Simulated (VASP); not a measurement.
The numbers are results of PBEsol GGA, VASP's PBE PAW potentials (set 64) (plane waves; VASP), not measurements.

Input for VASP

**INCAR**
```
# general
SYSTEM  =  AlN
PREC    =  Accurate
ENCUT   =  520
LREAL   =  F
LASPH   =  T

# electronic loop
EDIFF   =  1E-7
NELM    =  100
ALGO    =  Normal

# smearing
ISMEAR  =  0
SIGMA   =  0.05

# functional
GGA     =  PS

# ions
IBRION  =  2
NSW     =  30
ISIF    =  4
EDIFFG  =  -0.01

# output
LWAVE   =  F
LCHARG  =  F
```

File KPOINTS:
```
kpoints
0
Gamma
  10 10 6
```

File POSCAR:
```
AlN
1
    1.5722345258    -2.7231900743     0.0000000000
    1.5722345258     2.7231900743     0.0000000000
    0.0000000000     0.0000000000     5.0329857485
Al N
2 2
Direct
  0.6666670000   0.3333330000   0.5000300776
  0.3333330000   0.6666670000   0.0000300776
  0.6666670000   0.3333330000   0.8819699224
  0.3333330000   0.6666670000   0.3819699224
```

POTCAR, in this order: Al N (PBE.64 set). Program: vasp_std.

The run wrote:

**OSZICAR**
```
       N       E                     dE             d eps       ncg     rms          rms(c)
DAV:   1     0.516866644303E+02    0.51687E+02   -0.75998E+03  1352   0.119E+03
DAV:   2    -0.315509878744E+02   -0.83238E+02   -0.77002E+02  1996   0.220E+02
DAV:   3    -0.355897392589E+02   -0.40388E+01   -0.40196E+01  1756   0.532E+01
DAV:   4    -0.356243620931E+02   -0.34623E-01   -0.34612E-01  1576   0.573E+00
DAV:   5    -0.356248611220E+02   -0.49903E-03   -0.49900E-03  1720   0.705E-01    0.115E+01
DAV:   6    -0.313479555956E+02    0.42769E+01   -0.15449E+01  1632   0.295E+01    0.420E+00
DAV:   7    -0.313259723486E+02    0.21983E-01   -0.54680E-01  1468   0.583E+00    0.279E+00
DAV:   8    -0.312945132777E+02    0.31459E-01   -0.78151E-02  1568   0.291E+00    0.464E-01
DAV:   9    -0.312901318836E+02    0.43814E-02   -0.17240E-02  1680   0.972E-01    0.240E-01
DAV:  10    -0.312904362533E+02   -0.30437E-03   -0.12448E-03  1568   0.275E-01    0.143E-01
DAV:  11    -0.312903797739E+02    0.56479E-04   -0.13667E-04  1592   0.944E-02    0.314E-02
DAV:  12    -0.312903792134E+02    0.56046E-06   -0.28633E-06  1556   0.181E-02    0.533E-03
DAV:  13    -0.312903785857E+02    0.62771E-06   -0.41380E-06  1628   0.153E-02    0.378E-03
DAV:  14    -0.312903785638E+02    0.21967E-07   -0.15630E-07   904   0.379E-03
   1 F= -.31290379E+02 E0= -.31290379E+02  d E =-.312904E+02
       N       E                     dE             d eps       ncg     rms          rms(c)
DAV:   1    -0.312905084387E+02   -0.12985E-03   -0.50075E-03  1352   0.677E-01    0.426E-02
DAV:   2    -0.312904675079E+02    0.40931E-04   -0.53760E-05  1732   0.696E-02    0.240E-02
DAV:   3    -0.312904466559E+02    0.20852E-04   -0.33355E-05  1632   0.509E-02    0.160E-03
DAV:   4    -0.312904468484E+02   -0.19256E-06   -0.25117E-06  1516   0.148E-02    0.142E-03
DAV:   5    -0.312904468308E+02    0.17574E-07   -0.62726E-08   852   0.261E-03
   2 F= -.31290447E+02 E0= -.31290447E+02  d E =-.682671E-04
       N       E                     dE             d eps       ncg     rms          rms(c)
DAV:   1    -0.312904582104E+02   -0.11362E-04   -0.55948E-04  1352   0.226E-01    0.142E-02
DAV:   2    -0.312904536621E+02    0.45483E-05   -0.60456E-06  1736   0.233E-02    0.799E-03
DAV:   3    -0.312904513146E+02    0.23474E-05   -0.37547E-06  1620   0.171E-02    0.550E-04
DAV:   4    -0.312904513328E+02   -0.18114E-07   -0.28476E-07  1368   0.500E-03
   3 F= -.31290451E+02 E0= -.31290451E+02  d E =-.727690E-04
       N       E                     dE             d eps       ncg     rms          rms(c)
DAV:   1    -0.312904597961E+02   -0.84815E-05   -0.61713E-03  1344   0.723E-01    0.107E-02
DAV:   2    -0.312904663959E+02   -0.65998E-05   -0.89592E-05  1592   0.799E-02    0.709E-03
DAV:   3    -0.312904648868E+02    0.15091E-05   -0.15601E-06  1596   0.142E-02    0.365E-03
DAV:   4    -0.312904645003E+02    0.38645E-06   -0.20373E-06  1736   0.132E-02    0.110E-03
DAV:   5    -0.312904645113E+02   -0.10996E-07   -0.30502E-07  1144   0.530E-03
   4 F= -.31290465E+02 E0= -.31290465E+02  d E =-.131786E-04
```

OUTCAR:
```
------------------------ aborting loop because EDIFF is reached ----------------------------------------
  FORCE on cell =-STRESS in cart. coord.  units (eV):
  Direction    XX          YY          ZZ          XY          YZ          ZX
  --------------------------------------------------------------------------------------
  Total       -1.5185786     -1.5185786     -1.5094132      0.0000000      0.0000000      0.0000000
  in kB      -56.4542795    -56.4542793    -56.1135485      0.0000000      0.0000000      0.0000000
  external PRESSURE =     -56.3407024 kB  Pullay stress =       0.0000000 kB
  volume of cell :       43.10
      direct lattice vectors                 reciprocal lattice vectors
     1.571243657 -2.721473840  0.000000000     0.318219264 -0.183723978 -0.000000000
     1.571243657  2.721473840 -0.000000000     0.318219264  0.183723978  0.000000000
     0.000000000 -0.000000000  5.039335624     0.000000000  0.000000000  0.198438857
  FREE ENERGIE OF THE ION-ELECTRON SYSTEM (eV)
  ---------------------------------------------------
  free  energy   TOTEN  =       -31.2904645113 eV

  energy  without entropy=      -31.2904645113  energy(sigma->0) =      -31.29046451

 reached required accuracy - stopping structural energy minimisation
```
(Selected blocks of OUTCAR.)

**CONTCAR**
```
AlN
   1.00000000000000
     1.5712436569419221   -2.7214738396873606    0.0000000000000000
     1.5712436569419221    2.7214738396873606   -0.0000000000000000
     0.0000000000000000   -0.0000000000000000    5.0393356235680669
  Al              N
     2     2
Direct
     0.6666669999999968    0.3333330000000032    0.5003159253684960
     0.3333330000000032    0.6666669999999968    0.0003159253684960
     0.6666669999999968    0.3333330000000032    0.8816840746315090
     0.3333330000000032    0.6666669999999968    0.3816840746315090
```

### OUTCAR
```
 val. band max:        5.7546552006   @ k =   0.0000   0.0000   0.0000

 cond. band min:       9.6245300745   @ k =   0.0000   0.0000   0.0000


 Fermi energy:         5.9685341928

 k-point     1 :       0.0000    0.0000    0.0000
  band No.  band energies     occupation
      1      -9.2143      2.00000
      2      -7.1334      2.00000
      3      -0.1555      2.00000
      4       4.9178      2.00000
      5       4.9178      2.00000
      6       5.5595      2.00000
      7       5.5595      2.00000
      8       5.7547      2.00000
      9       9.6245      0.00000
     10      12.0811      0.00000
     11      16.0109      0.00000
     12      16.5968      0.00000

 k-point     2 :       0.1000   -0.0000    0.0000
  band No.  band energies     occupation
      1      -9.0903      2.00000
      2      -7.0635      2.00000
      3      -0.0065      2.00000
      4       4.3382      2.00000
      5       4.7568      2.00000
      6       4.9809      2.00000
      7       5.5372      2.00000
      8       5.6991      2.00000
      9      10.2117      0.00000
     10      12.5913      0.00000
     11      15.5133      0.00000
     12      15.8086      0.00000

 k-point     3 :       0.2000   -0.0000    0.0000
  band No.  band energies     occupation
      1      -8.7340      2.00000
      2      -6.8810      2.00000
      3       0.4289      2.00000
      4       3.0395      2.00000
      5       3.8766      2.00000
      6       4.4065      2.00000
      7       5.4325      2.00000
      8       5.4981      2.00000
      9      11.2533      0.00000
     10      13.2612      0.00000
     11      14.1867      0.00000
     12      15.1755      0.00000

 k-point     4 :       0.3000   -0.0000    0.0000
  band No.  band energies     occupation
      1      -8.2018      2.00000
      2      -6.6744      2.00000
      3       1.1076      2.00000
      4       1.7014      2.00000
      5       2.7772      2.00000
      6       4.0491      2.00000
...
```

The compound is AlN in the wurtzite structure. This cell is one point of a volume scan, at 1.03 of the reference volume. Symmetry was kept, so distortions that lower it aren't found.
